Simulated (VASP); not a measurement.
An input for Ansatz (written as the equivalent of a VASP run, and not itself run):

Ansatz 0.2 input:
```yaml
crystal:
  lattice:
    - [4.6816267, 0.0000000, 0.0000000]
    - [0.0000000, 4.6816267, 0.0000000]
    - [0.0000000, 0.0000000, 3.1887359]
  atoms:
    - { symbol: Sn, position: [0.0000000, 1.0000000, 1.0000000] }
    - { symbol: Sn, position: [0.5000000, 0.5000000, 0.5000000] }
    - { symbol: O, position: [0.3056007, 0.3056007, 0.0000000] }
    - { symbol: O, position: [0.8056007, 0.1943993, 0.5000000] }
    - { symbol: O, position: [0.1943993, 0.8056007, 0.5000000] }
    - { symbol: O, position: [0.6943993, 0.6943993, 1.0000000] }
kpoints:
  mp_grid: { grid: [5, 5, 7] }
hamiltonian:
  xc: pbesol
  pseudopotentials: { kind: paw }
scf:
  occupations: { method: gaussian, width: 0.05 }
  max_iter: 100
relax:
  max_steps: 40
  f_tol: 0.02
  cell: { p_target: 20 }
output: { forces: true, stress: true, eigenvalues: true }
```

Task: Write the VASP files for the same calculation (PBEsol).

Result: This is not unique; one that fits is 
**INCAR**
```
# general
SYSTEM =SnO2
PREC   =Accurate
ENCUT  =620
LREAL  =.FALSE.
LASPH  =.TRUE.   # aspherical one-centre terms

# electronic loop
EDIFF  =1E-6   # SCF stop (eV)
NELM   =100   # most electronic steps
ALGO   =Normal
LMAXMIX=4   # l cut-off of mixed one-centre charges

# smearing
ISMEAR =0
SIGMA  =0.05

# functional
GGA    =PS   # PBEsol

# ions
IBRION =2   # conjugate gradients
NSW    =40   # most ionic steps
ISIF   =3   # ions, shape and volume
EDIFFG =-0.02
PSTRESS=200   # kbar

# output
LWAVE  =.FALSE.
LCHARG =.FALSE.
```

KPOINTS:
```
Automatic mesh
0
Gamma
5 5 7
0 0 0
```

File POSCAR:
```
SnO2
1.0
  4.6816267245   0.0000000000   0.0000000000
  0.0000000000   4.6816267245   0.0000000000
  0.0000000000   0.0000000000   3.1887358788
Sn O
2 4
Cart
  0.0000000000   4.6816267245   3.1887358788
  2.3408133623   2.3408133623   1.5943679394
  1.4307082693   1.4307082693   0.0000000000
  3.7715216316   0.9101050929   1.5943679394
  0.9101050929   3.7715216316   1.5943679394
  3.2509184552   3.2509184552   3.1887358788
```

POTCAR, in this order: Sn_d O (PBE.64 set). Program: vasp_std.

The two are equivalent in intent, not identical: each code has its own PAW files, so the cut-off isn't converted (ENCUT is set for VASP's; basis.ecutwfc is left out, and Ansatz then takes the one that its files recommend); Ansatz stops its SCF on the density residual and VASP on the energy change (EDIFF).

The compound is SnO2 in the rutile structure. This run relaxes it under an external pressure of 20 GPa. Symmetry was kept, so distortions that lower it aren't found.
